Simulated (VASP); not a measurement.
A convergence study with VASP on SrCl₂ (fluorite): one setting is varied, all else stays as given below, so the limit is that of these other settings. ε∞ is the independent-particle value.

```yaml
crystal:
  lattice:
    - [0.00000, 3.49000, 3.49000]
    - [3.49000, 0.00000, 3.49000]
    - [3.49000, 3.49000, 0.00000]
  atoms:
    - { symbol: Sr, position: [0.00000, 0.00000, 0.00000] }
    - { symbol: Cl, position: [0.25000, 0.25000, 0.25000] }
    - { symbol: Cl, position: [0.75000, 0.75000, 0.75000] }
```

The numbers are results of PBE GGA, VASP's PBE PAW potentials (set 64) (plane waves; VASP 6.6.1), not measurements. The tightest run used: 550 eV cut-off, 4×4×4 Γ-centred mesh, Gaussian smearing of 0.050 eV, potentials Sr_sv Cl.

### Question
The settings run are NBANDS = 13; NBANDS = 14; NBANDS = 16; NBANDS = 20; NBANDS = 28; NBANDS = 44; NBANDS = 76; NBANDS = 140. From which on does the mean ε∞ stay within 0.05  of the tightest run?

### Answer
From NBANDS = 44 on: it is off by 0.01 there and by no more than 0.05 in any finer run, while NBANDS = 28 is off by 0.08.
```csv
setting,mean ε∞,bands,difference judged ()
NBANDS = 13,1.34,13,1.89
NBANDS = 14,1.56,14,1.67
NBANDS = 16,2.19,16,1.03
NBANDS = 20,2.70,20,0.52
NBANDS = 28,3.14,28,0.08
NBANDS = 44,3.21,44,0.01
NBANDS = 76,3.22,76,0.00
NBANDS = 140,3.22,140,0.00
```

Left out are rungs that failed or repeat a setting and relaxations that didn't move; long series are thinned to 24 rows.

The compound is SrCl2 in the fluorite structure. The cell was not relaxed at this level.
